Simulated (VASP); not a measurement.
Computed with MS2 meta-GGA, VASP's PBE PAW potentials (set 64) (plane waves; VASP 6.6.1).

The input files of a VASP run:

### INCAR
```
ALGO  =  Normal
EDIFF  =  1E-7
ENCUT  =  520
ISIF  =  2
ISMEAR  =  -5
LASPH  =  .TRUE.
LCHARG  =  .FALSE.
LMIXTAU  =  .TRUE.
LORBIT  =  11
LREAL  =  .FALSE.
LWAVE  =  .FALSE.
METAGGA  =  MS2
NEDOS  =  601
NELM  =  100
PREC  =  Accurate
SYSTEM  =  Mg
```

File POSCAR:
```
Mg
1
    1.5921676648    -2.7577157324     0.0000000000
    1.5921676648     2.7577157324     0.0000000000
    0.0000000000     0.0000000000     5.1094932552
Mg
2
Direct
  0.3333330000   0.6666670000   0.2500000000
  0.6666670000   0.3333330000   0.7500000000
```

### KPOINTS
```
Automatic mesh
0
Gamma
15 15 8
0 0 0
```

**KPOINTS_OPT**
```
k-points along high-symmetry lines
6
Line-mode
Reciprocal
  0.000000   0.000000   0.000000 ! GAMMA
 -0.000000   0.500000   0.000000 ! M

 -0.000000   0.500000   0.000000 ! M
 -0.333333   0.666667   0.000000 ! K

 -0.333333   0.666667   0.000000 ! K
  0.000000   0.000000   0.000000 ! GAMMA

  0.000000   0.000000   0.000000 ! GAMMA
  0.000000   0.000000   0.500000 ! A

  0.000000   0.000000   0.500000 ! A
 -0.000000   0.500000   0.500000 ! L

 -0.000000   0.500000   0.500000 ! L
 -0.333333   0.666667   0.500000 ! H

 -0.333333   0.666667   0.500000 ! H
  0.000000   0.000000   0.500000 ! A

 -0.000000   0.500000   0.500000 ! L
 -0.000000   0.500000   0.000000 ! M

 -0.333333   0.666667   0.500000 ! H
 -0.333333   0.666667   0.000000 ! K
```

POTCAR, in this order: Mg (PBE.64 set). Program: vasp_std.

Question: Predict the energy per atom (σ→0), band gap (over mesh and band path).

Answer: 
The energy per atom (σ→0) comes out as -5.058 eV/atom and the band gap (over mesh and band path) comes out as none (metal, semimetal or under 0.01 eV).

File OSZICAR:
```
...
DAV:  21    -0.101156657964E+02    0.23214E-06   -0.78917E-07  1944   0.984E-03    0.829E-04
DAV:  22    -0.101156665399E+02   -0.74350E-06   -0.18318E-07  1770   0.702E-03    0.655E-04
DAV:  23    -0.101156633366E+02    0.32033E-05   -0.38082E-07  1728   0.638E-03    0.254E-04
DAV:  24    -0.101156621351E+02    0.12015E-05   -0.65076E-08  1536   0.346E-03    0.101E-04
DAV:  25    -0.101156623734E+02   -0.23832E-06   -0.37131E-09   912   0.891E-04    0.324E-05
DAV:  26    -0.101156623354E+02    0.38051E-07   -0.14412E-09   918   0.564E-04
   1 F= -.10115662E+02 E0= -.10115662E+02  d E =0.000000E+00
       N       E                     dE             ncg
```

The compound is Mg in the hcp structure. It was relaxed first.
